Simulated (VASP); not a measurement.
The input files of a VASP run:

INCAR:
```
! general
SYSTEM   = SiO2
PREC     = Accurate
ENCUT    = 400
LREAL    = .FALSE.
LASPH    = .TRUE.
ISYM     = 3

! electronic loop
EDIFF    = 1E-6
NELM     = 100
ALGO     = Normal

! smearing
ISMEAR   = 0
SIGMA    = 0.01

! functional
GGA      = PE
LHFCALC  = .TRUE.
AEXX     = 0.25
HFRCUT   = -1
PRECFOCK = Fast

! ions
ISIF     = 2

! output
LWAVE    = .FALSE.
LCHARG   = .FALSE.
```

### KPOINTS
```
Regular mesh
0
Gamma
 4 4 7
0 0 0
```

### POSCAR
```
SiO2
1
    4.2699990000     0.0000000000     0.0000000000
    0.0000000000     4.2699990000     0.0000000000
    0.0000000000     0.0000000000     2.7169230000
Si O
2 4
Direct
  0.5000000000   0.5000000000   0.5000000000
  0.0000000000   0.0000000000   0.0000000000
  0.6931600000   0.6931600000   0.0000000000
  0.3068400000   0.3068400000   0.0000000000
  0.8068400000   0.1931600000   0.5000000000
  0.1931600000   0.8068400000   0.5000000000
```

POTCAR, in this order: Si O (PBE.64 set). Program: vasp_std.

Task: Write an equivalent input for Ansatz.

Result: One equivalent input (not run):
Ansatz 0.2 input:
```yaml
crystal:
  lattice:
    - [4.2699990, 0.0000000, 0.0000000]
    - [0.0000000, 4.2699990, 0.0000000]
    - [0.0000000, 0.0000000, 2.7169230]
  atoms:
    - { symbol: Si, position: [0.5000000, 0.5000000, 0.5000000] }
    - { symbol: Si, position: [0.0000000, 0.0000000, 0.0000000] }
    - { symbol: O, position: [0.6931600, 0.6931600, 0.0000000] }
    - { symbol: O, position: [0.3068400, 0.3068400, 0.0000000] }
    - { symbol: O, position: [0.8068400, 0.1931600, 0.5000000] }
    - { symbol: O, position: [0.1931600, 0.8068400, 0.5000000] }
kpoints:
  mp_grid: { grid: [4, 4, 7] }
hamiltonian:
  xc: pbe0
  pseudopotentials: { kind: paw }
scf:
  occupations: { method: gaussian, width: 0.01 }
  max_iter: 100
output: { forces: true, stress: true, eigenvalues: true }
```
The two are equivalent in intent, not identical: each code has its own PAW files, so the cut-off isn't converted (ENCUT is set for VASP's; basis.ecutwfc is left out, and Ansatz then takes the one that its files recommend); Ansatz stops its SCF on the density residual and VASP on the energy change (EDIFF).

The structure comes from a computed database's SiO2 entry; how it stands against other phases isn't given here. The cell was not relaxed at this level. The run is one of a series of settings (KPOINTS 4×4×7 Γ-centred mesh against the base run), some of them coarse on purpose.
